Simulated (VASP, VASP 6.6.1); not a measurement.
# The band gap of Cs₂AgBiBr₆ from LDA to r²SCAN: spin-orbit coupling, silver d states and a remaining deficit

## The measurement

The reference is an indirect gap of 2.12 eV, obtained from a Tauc plot of UV-visible absorption on a hydrothermally grown single crystal about 500 µm thick ("Highly ordered lead-free double perovskite halides by design", 2020, arXiv:2006.15818). The crystal was grown with silver in excess; we take this as favourable to silver-bismuth order, and so to comparison with an ideal crystal. The temperature is not given with the value. A second value, 2.1 eV, is the absorption onset in diffuse reflectance of a ball-milled, iron-free powder ("Conduction band tuning by controlled alloying of Fe into Cs2AgBiBr6 double perovskite powders", 2023, arXiv:2307.12747). Milling disorder and tail absorption may lower such an onset a little. Both are optical values from which excitonic effects have not been removed, and at an indirect edge both depend on how a weak, phonon-assisted absorption is extrapolated.

| compared with | measured | source's wording or label | method |
| --- | --- | --- | --- |
| fundamental gap (eV) | 2.12 | indirect gap from Tauc plot of optical absorption, Ag:Bi = 1.15:1 in precursor | UV-visible absorption, Tauc plot * |
| fundamental gap (eV) | 2.1 | absorption onset from diffuse reflectance (indirect gap), x = 0 | diffuse reflectance UV-vis, Kubelka-Munk |

Where a quantity has several values, deviations refer to the one marked *.

Conditions are those given with the value in the passage it was taken from; "not stated" means there, and the paper may say more elsewhere. The values are a selection: others may have been left out beforehand as unlike or outlying.

## Model and target

We look for the cheapest level of theory that gives the fundamental gap of cubic Cs₂AgBiBr₆ within 0.1 eV of 2.12 eV. That is tight enough to be of use when gap changes on alloying or ordering are discussed, and it separates functionals whose gaps commonly differ by several tenths of an eV.

The model is the ordered ten-atom cell at the experimental lattice constant of 11.267 Å, with the atomic positions relaxed in LDA. The nuclei are static. Electron-phonon coupling, which is strong in this material, and exciton binding are both left out; the latter places an optical gap below the quasiparticle gap. With bismuth present, spin-orbit coupling must enter before any level is judged, and even then gaps of 6p compounds from such calculations are uncertain by one to three tenths of an eV. A hit within the target would therefore be agreement with this reference, not proof of the method.

We begin with LDA, settle how the band edges have to be sampled and whether mesh and cutoff suffice, and then add spin-orbit coupling and better functionals as the gaps require.

System: Cs2AgBiBr6; Fm-3m (No. 225), 10 atoms in the cell; conventional a = 11.267 A, lattice from the cited papers, sites from COD.

On the selection of runs and values: Electron-phonon renormalisation and excitons are left out; optical values lie below the quasiparticle gap by the exciton binding energy. 7 further cited values are not listed: repeats, values quoted from earlier work, more than five for one quantity or six quantities, optical onsets of an indirect gap, or quantities that fewer than three runs give.

## 1. LDA on a plain mesh

The lightest calculation is LDA without spin-orbit coupling, with the levels read on a 4×4×4 mesh only. We expect an indirect gap well below experiment, as is usual for LDA. Repeating it with levels along the symmetry lines shows whether the mesh catches the band edges.

**Run 1.** VASP 6.6.1: LDA; 350 eV, 4x4x4 k mesh; cell with the cited lattice and the database's sites with atoms relaxed by LDA; levels on the mesh alone, LASPH on.

Key lines of the input:
```
ALGO = Normal
EDIFF = 1E-06
ENCUT = 350
GGA = CA
ISMEAR = 0
LASPH = .TRUE.
NBANDS = 53
NELM = 100
PREC = Accurate
SIGMA = 0.03
KPOINTS: Gamma, 4 4 4
PAW data sets: Bi_d Cs_sv Ag Br (LDA 64)
```

Command:
```
mpirun -np 16 vasp_std
```

Converged; 7.6 s on 16 cores of AMD EPYC 9R45 96, shared host.

**Run 2.** VASP 6.6.1: LDA; 350 eV, 4x4x4 k mesh; cell with the cited lattice and the database's sites with atoms relaxed by LDA; levels on the mesh and along the symmetry lines, LASPH on.

Key lines of the input, as changed from run 1:
```diff
- NBANDS = 53
+ NBANDS = 67
+ KPOINTS_OPT: line mode along the symmetry lines
```

Selected lines of the output:
```
 k-point     1 :       0.0000    0.0000    0.0000
  band No.  band energies     occupation
     41       0.0495      2.00000
     42       0.5907      2.00000
     43       0.5907      2.00000
     44       3.2163      0.00000
```

Converged; 42 s on the same hardware.

| quantity | run 1 | run 2 | measured |
| --- | --- | --- | --- |
| fundamental gap (eV) | 1.065 | 1.065 | 2.12 |
| smallest direct gap (eV) | 2.243 | 2.154 |  |
| kind of gap | indirect | indirect |  |
| k points of the band edges | – | top at (0.500, 0.000, 0.500), bottom at (0.500, 0.000, 0.000) |  |

LDA gives an indirect gap of 1.065 eV, about half the reference. The valence band top lies at X and the conduction band bottom at L. Both points belong to the 4×4×4 mesh, so the symmetry lines leave the fundamental gap unchanged. They do lower the smallest direct gap, from 2.243 to 2.154 eV, because that one falls between mesh points. At Γ the separation between bands 43 and 44 is larger still, about 2.6 eV.

## 2. Denser mesh and higher cutoff

A deficit of more than 1 eV is hardly a matter of numerical settings, but the later levels will be judged to 0.1 eV, and LDA is the cheap place to test mesh and cutoff. We raise each separately, the mesh to 6×6×6 and the cutoff to 500 eV. With the band edges already sampled exactly, we expect changes well below the target.

**Run 3.** VASP 6.6.1: LDA; 350 eV, 6x6x6 k mesh; cell with the cited lattice and the database's sites with atoms relaxed by LDA; levels on the mesh and along the symmetry lines, LASPH on.

Key lines of the input, as changed from run 2:
```diff
- KPOINTS: Gamma, 4 4 4
+ KPOINTS: Gamma, 6 6 6
```

Converged; 65 s on the same hardware.

**Run 4.** VASP 6.6.1: LDA; 500 eV, 4x4x4 k mesh; cell with the cited lattice and the database's sites with atoms relaxed by LDA; levels on the mesh and along the symmetry lines, LASPH on.

Key lines of the input, as changed from run 2:
```diff
- ENCUT = 350
+ ENCUT = 500
```

Converged; 80 s on the same hardware.

| quantity | run 3 | run 4 | measured |
| --- | --- | --- | --- |
| fundamental gap (eV) | 1.067 | 1.068 | 2.12 |
| smallest direct gap (eV) | 2.155 | 2.156 |  |
| kind of gap | indirect | indirect |  |
| k points of the band edges | top at (0.500, 0.000, 0.500), bottom at (0.500, 0.000, 0.000) | top at (0.500, 0.000, 0.500), bottom at (0.500, 0.000, 0.000) |  |

The denser mesh raises the LDA gap by 0.002 eV and the higher cutoff by 0.003 eV. For LDA, 350 eV and a 4×4×4 mesh are ample for a target of 0.1 eV, and we keep them for the next levels.

## 3. Spin-orbit coupling and a gradient correction

Two changes to LDA are still inexpensive, and we make them separately: spin-orbit coupling, and the replacement of LDA by PBE. The conduction band has strong Bi 6p character, so the coupling should lower it and widen the deficit by some tenths of an eV. PBE usually opens gaps only slightly relative to LDA at a fixed structure. Neither is expected to reach the reference, but the first tells how much a better functional has to make up.

**Run 5.** VASP 6.6.1: LDA with spin-orbit coupling; 350 eV, 4x4x4 k mesh; cell with the cited lattice and the database's sites with atoms relaxed by LDA; levels on the mesh and along the symmetry lines, LASPH on.

Key lines of the input, as changed from run 2:
```diff
+ GGA_COMPAT = .FALSE.
- NBANDS = 67
+ LMAXMIX = 4
+ LNONCOLLINEAR = .TRUE.
+ LSORBIT = .TRUE.
+ MAGMOM = 0 0 0 0 0 0 0 0 0 0 0 0 0 0 0 0 0 0 0 0 0 0 0 0 0 0 0 0 0 0
+ NBANDS = 106
```

Command:
```
mpirun -np 16 vasp_ncl
```

Converged; 2.4 min on the same hardware.

**Run 6.** VASP 6.6.1: PBE; 350 eV, 4x4x4 k mesh; cell with the cited lattice and the database's sites with atoms relaxed by LDA; levels on the mesh and along the symmetry lines, LASPH on.

Key lines of the input, as changed from run 2:
```diff
- GGA = CA
+ GGA = PE
- PAW data sets: Bi_d Cs_sv Ag Br (LDA 64)
+ PAW data sets: Bi_d Cs_sv Ag Br (PBE 64)
```

Converged; 44 s on the same hardware.

| quantity | run 5 | run 6 | measured |
| --- | --- | --- | --- |
| fundamental gap (eV) | 0.918 | 1.213 | 2.12 |
| smallest direct gap (eV) | 1.643 | 2.283 |  |
| kind of gap | indirect | indirect |  |
| k points of the band edges | top at (0.500, 0.000, 0.500), bottom at (0.500, 0.500, 0.500) | top at (0.500, 0.500, 0.000), bottom at (0.500, 0.000, 0.000) |  |

With spin-orbit coupling the LDA gap falls from 1.065 to 0.918 eV, a smaller drop than we had expected. The smallest direct gap falls much further, by 0.511 eV. The two band edges stay at X and L; the different coordinates printed for them are equivalent points of the cubic zone. The input with the coupling also changes the band count, the treatment of the gradient terms and the density mixing, so the shift is not strictly that of the coupling alone, though we expect these other changes to matter little.

PBE opens the gap from 1.065 to 1.213 eV, by roughly 0.15 eV, which is about what the coupling takes away. Both levels remain far below 2.12 eV.

## 4. A Hubbard term on silver

The valence band top of this compound is commonly described as a mixture of Ag 4d and Br 4p states. Semilocal functionals place filled d shells too high, which would push this edge up and narrow the gap. A Hubbard U of 5 eV on silver corrects that at little more than the effort of LDA. We expect it to open the gap by a few tenths of an eV, but not by the full 1 eV that is missing, since the conduction band is mostly bismuth and halogen.

**Run 7.** VASP 6.6.1: LDA+U (Ag 5 eV); 350 eV, 4x4x4 k mesh; cell with the cited lattice and the database's sites with atoms relaxed by LDA; levels on the mesh and along the symmetry lines, LASPH on.

Key lines of the input, as changed from run 2:
```diff
+ LDAU = .TRUE.
+ LDAUJ = 0 0 0 0
+ LDAUL = -1 -1 2 -1
+ LDAUTYPE = 2
+ LDAUU = 0 0 5 0
+ LMAXMIX = 4
```

Selected lines of the output:
```
 k-point     1 :       0.0000    0.0000    0.0000
  band No.  band energies     occupation
     41       0.0393      2.00000
     42       0.1363      2.00000
     43       0.1363      2.00000
```

Converged; 50 s on the same hardware.

| quantity | run 7 | measured | deviation |
| --- | --- | --- | --- |
| fundamental gap (eV) | 1.454 | 2.12 | −0.666 |
| smallest direct gap (eV) | 2.410 |  |  |
| kind of gap | indirect |  |  |
| k points of the band edges | top at (0.500, 0.000, 0.500), bottom at (0.500, 0.000, 0.000) |  |  |

The Hubbard term opens the gap by 0.389 eV, in the range we expected, and leaves the band edges at X and L. Its action is visible at Γ, where the highest valence pair, which we take to be silver-derived, lay 0.54 eV above the next level in LDA and now lies only 0.10 eV above it. The gap is still 0.666 eV too small, and this run lacks spin-orbit coupling, which lowered the LDA value. This suggests that the position of the silver d states is part of the LDA error, but correcting it with this U does not close the gap to experiment.

## 5. r²SCAN with and without spin-orbit coupling

Rather than fit a larger U, we move to the meta-GGA r²SCAN, which has no parameter to be set for this compound and usually opens semiconductor gaps by a few tenths of an eV over PBE. We run it without and with spin-orbit coupling, so that the effect of the coupling need not be carried over from LDA. We expect the gap to stay short of the reference in both cases.

**Run 8.** VASP 6.6.1: r2SCAN; 350 eV, 4x4x4 k mesh; cell with the cited lattice and the database's sites with atoms relaxed by LDA; levels on the mesh and along the symmetry lines, LASPH on.

Key lines of the input, as changed from run 6:
```diff
- GGA = PE
+ METAGGA = R2SCAN
```

Converged; 2.5 min on the same hardware.

**Run 9.** VASP 6.6.1: r2SCAN with spin-orbit coupling; 350 eV, 4x4x4 k mesh; cell with the cited lattice and the database's sites with atoms relaxed by LDA; levels on the mesh and along the symmetry lines, LASPH on.

Key lines of the input, as changed from run 5:
```diff
- GGA = CA
+ METAGGA = R2SCAN
- PAW data sets: Bi_d Cs_sv Ag Br (LDA 64)
+ PAW data sets: Bi_d Cs_sv Ag Br (PBE 64)
```

Converged; 9.4 min on the same hardware.

| quantity | run 8 | run 9 | measured |
| --- | --- | --- | --- |
| fundamental gap (eV) | 1.575 | 1.367 | 2.12 |
| smallest direct gap (eV) | 2.648 | 1.991 |  |
| kind of gap | indirect | indirect |  |
| k points of the band edges | top at (0.500, 0.500, 0.000), bottom at (0.500, 0.500, 0.500) | top at (0.500, 0.000, 0.500), bottom at (0.500, 0.000, 0.000) |  |

Without spin-orbit coupling r²SCAN gives 1.575 eV, which is 0.362 eV above PBE and also above LDA with the Hubbard term. The coupling lowers this to 1.367 eV, leaving the gap 0.753 eV short of the reference. The drop of about 0.21 eV is larger than the roughly 0.15 eV found in LDA, so it was worth computing the coupling for this functional itself. As in LDA, it acts more strongly on the smallest direct gap, which falls from 2.648 to 1.991 eV.

## 6. The TB-mBJ potential

The remaining deficit calls for a method aimed at gaps. The TB-mBJ potential is built for band gaps and avoids the exact exchange of a hybrid functional; it yields no usable total energies, but at a fixed structure none are needed. We again run it without and with spin-orbit coupling, and only the second will be judged. We expect a gap several tenths of an eV above r²SCAN, with the coupling taking back roughly 0.2 eV.

**Run 10.** VASP 6.6.1: TB-mBJ; 350 eV, 4x4x4 k mesh; cell with the cited lattice and the database's sites with atoms relaxed by LDA; levels on the mesh and along the symmetry lines, LASPH on.

Key lines of the input, as changed from run 6:
```diff
- GGA = PE
+ METAGGA = MBJ
- NELM = 100
+ NELM = 150
```

Selected lines of the output:
```
DAV: 146     0.345596683214E+04    0.11983E+04   -0.14494E+04  1600   0.153E+03    0.191E+03
DAV: 147    -0.121462987815E+04   -0.46706E+04   -0.33691E+04  2016   0.754E+02    0.191E+03
DAV: 148     0.127808905070E+04    0.24927E+04   -0.21768E+04  2032   0.106E+03    0.171E+03
DAV: 149     0.335170641151E+04    0.20736E+04   -0.13571E+04  1560   0.660E+02    0.192E+03
DAV: 150     0.316795813677E+04   -0.18375E+03   -0.48260E+03  1973   0.123E+03
```

Not converged; 7.5 min on the same hardware.

**Run 11.** VASP 6.6.1: TB-mBJ with spin-orbit coupling; 350 eV, 4x4x4 k mesh; cell with the cited lattice and the database's sites with atoms relaxed by LDA; levels on the mesh and along the symmetry lines, LASPH on.

Key lines of the input, as changed from run 9:
```diff
- METAGGA = R2SCAN
+ METAGGA = MBJ
- NELM = 100
+ NELM = 150
```

Selected lines of the output:
```
DAV: 146    -0.527714065783E+05   -0.54972E+05   -0.51324E+05  3352   0.327E+03    0.106E+04
DAV: 147     0.507817586695E+04    0.57850E+05   -0.43941E+04  2936   0.255E+03    0.348E+03
DAV: 148     0.109418606298E+04   -0.39840E+04   -0.30553E+04  3392   0.199E+03    0.585E+03
DAV: 149    -0.676551996056E+04   -0.78597E+04   -0.83273E+04  3198   0.397E+03    0.853E+03
DAV: 150     0.276680636601E+04    0.95323E+04   -0.14746E+04  3152   0.260E+03
```

Not converged; 21 min on the same hardware.

Neither TB-mBJ run reached self-consistency. After 150 electronic steps the total energy still jumps from one step to the next, by hundreds to thousands of eV without spin-orbit coupling and by thousands to tens of thousands with it, so these are not runs that stopped just short of convergence. No gap can be taken from them, and they neither support nor refute our expectation of a value above r²SCAN.

Since both runs fail in the same way, spin-orbit coupling is not needed to produce the instability. Its cause stays open: it may lie in the density mixing or in the potential itself for this cell. Merely allowing more steps looks unpromising; a restart from a converged PBE density with more cautious mixing would be the natural remedy, but is not shown in this report. The failure says nothing about how accurate TB-mBJ would be for this compound.

## Collected results

| run | settings | fundamental gap (eV) | deviation | cost | status |
| --- | --- | --- | --- | --- | --- |
| 1 | LDA, 350 eV, 4x4x4 k mesh, levels on the mesh alone | 1.065 | −1.055 | 2 core-min |  |
| 2 | LDA, 350 eV, 4x4x4 k mesh, levels on the mesh and along the symmetry lines | 1.065 | −1.055 | 11 core-min |  |
| 3 | LDA, 350 eV, 6x6x6 k mesh, levels on the mesh and along the symmetry lines | 1.067 | −1.053 | 17 core-min |  |
| 4 | LDA, 500 eV, 4x4x4 k mesh, levels on the mesh and along the symmetry lines | 1.068 | −1.052 | 21 core-min |  |
| 5 | LDA with spin-orbit coupling, 350 eV, 4x4x4 k mesh, levels on the mesh and along the symmetry lines | 0.918 | −1.202 | 39 core-min |  |
| 6 | PBE, 350 eV, 4x4x4 k mesh, levels on the mesh and along the symmetry lines | 1.213 | −0.907 | 12 core-min |  |
| 7 | LDA+U (Ag 5 eV), 350 eV, 4x4x4 k mesh, levels on the mesh and along the symmetry lines | 1.454 | −0.666 | 13 core-min |  |
| 8 | r2SCAN, 350 eV, 4x4x4 k mesh, levels on the mesh and along the symmetry lines | 1.575 | −0.545 | 40 core-min |  |
| 9 | r2SCAN with spin-orbit coupling, 350 eV, 4x4x4 k mesh, levels on the mesh and along the symmetry lines | 1.367 | −0.753 | 2.5 core-h |  |
| 10 | TB-mBJ, 350 eV, 4x4x4 k mesh, levels on the mesh and along the symmetry lines | – |  | 2 core-h | not converged |
| 11 | TB-mBJ with spin-orbit coupling, 350 eV, 4x4x4 k mesh, levels on the mesh and along the symmetry lines | – |  | 5.6 core-h | not converged |
|  | measured | 2.12 |  |  |  |

Further runs on the same system, made beside this series (convergence steps with loose settings among them):

| further | settings | fundamental gap (eV) | deviation | cost |
| --- | --- | --- | --- | --- |
| F1 | r2SCAN+U (Ag 2.5 eV), 350 eV, 4x4x4 k mesh, cell with the cited lattice and the database's sites with atoms relaxed by LDA, levels on the mesh and along the symmetry lines | 1.81 | −0.31 | 39 core-min |
| F2 | LDA, 350 eV, 4x4x4 k mesh, LDA-relaxed cell, levels on the mesh and along the symmetry lines, relaxed twice | 0.947 | −1.173 | 24 core-min |
|  | measured | 2.12 |  |  |

## Outcome

The target was missed. r²SCAN with spin-orbit coupling, the most complete level that converged, gives 1.367 eV at a cost of 2.5 core-hours, 0.753 eV below the reference. No converged run comes within 0.1 eV of 2.12 eV. The nearest, r²SCAN with a Hubbard term on silver, reaches 1.81 eV but omits spin-orbit coupling, which would lower it and widen the miss.

Besides the choice of functional, two effects stand out. Spin-orbit coupling lowers the gap by about 0.15 eV in LDA and about 0.21 eV in r²SCAN, so PBE and r²SCAN without it look better than they are. The Hubbard term on silver raises the gap by 0.389 eV in LDA (U of 5 eV) and by about 0.24 eV in r²SCAN (U of 2.5 eV), which points to silver d states lying too high as part of the error. We ascribe most of the rest to the usual gap underestimation of semilocal functionals. Mesh and cutoff changed the LDA gap by only a few meV; a check of them for r²SCAN is not shown in this report. The choice of cell weighs more: relaxing it in LDA lowers the gap from 1.065 to 0.947 eV, by about 0.12 eV. The atomic positions were relaxed in LDA for every level; the effect of relaxing them with another functional is not shown in this report.

The deficit exceeds the one to three tenths of an eV by which such spin-orbit gaps are uncertain for 6p elements. The reference hardly explains it either: the two optical values nearly agree, and exciton binding and any remaining silver-bismuth disorder would both put the gap of the ideal crystal higher still. Electron-phonon coupling is strong here, and its share remains open.

The two TB-mBJ runs, at 2 and 5.6 core-hours, failed to converge and yielded no gap, so this report does not show how accurate that potential is here. A hybrid functional with spin-orbit coupling would be the natural next step.

[Logs are printed without paths, hosts, clocks, repeated set-up lines and the standing remarks that a program may print on its own settings, such as how far it seeks lower states.]

[The runs shown are a pick from a larger set of finished runs; failed, doubtful and other runs were left out of it ahead of writing. So were measured values far from every level or from commonly accepted values, and agreement can look better than it is. Lines of input and output are excerpts and may be shortened.]
